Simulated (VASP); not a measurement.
Input:

```yaml
crystal:
  lattice:
    - [3.52635, 0.00000, 0.00000]
    - [0.00000, 3.52635, 0.00000]
    - [0.00000, 0.00000, 3.52635]
  atoms:
    - { symbol: Si, position: [0.00000, 0.00000, 0.00000] }
    - { symbol: Ni, position: [0.00000, 0.50000, 0.50000] }
    - { symbol: Ni, position: [0.50000, 0.00000, 0.50000] }
    - { symbol: Ni, position: [0.50000, 0.50000, 0.00000] }
```

Method: r2SCAN+rVV10, VASP's PBE PAW potentials (set 64) (plane waves; VASP 6.6.1). Run with 520 eV cut-off, 9×9×9 Γ-centred mesh, first-order Methfessel-Paxton smearing of 0.10 eV, potentials Si Ni.

### Question
The job: Ni3Si (L1_2), 4 atoms, r2SCAN+rVV10, static run, 520 eV, 9×9×9 Γ-centred mesh. Roughly how much core time does it take on a busy server core?

### Answer
About 2 core-minutes (one run on a shared machine, a rough figure). It had 35 irreducible k-points, 21 bands, up to 1197 plane waves and 19 electronic steps.

The compound is Ni3Si in the L1_2 structure. This cell is one point of a volume scan, at 1.06 of the reference volume.
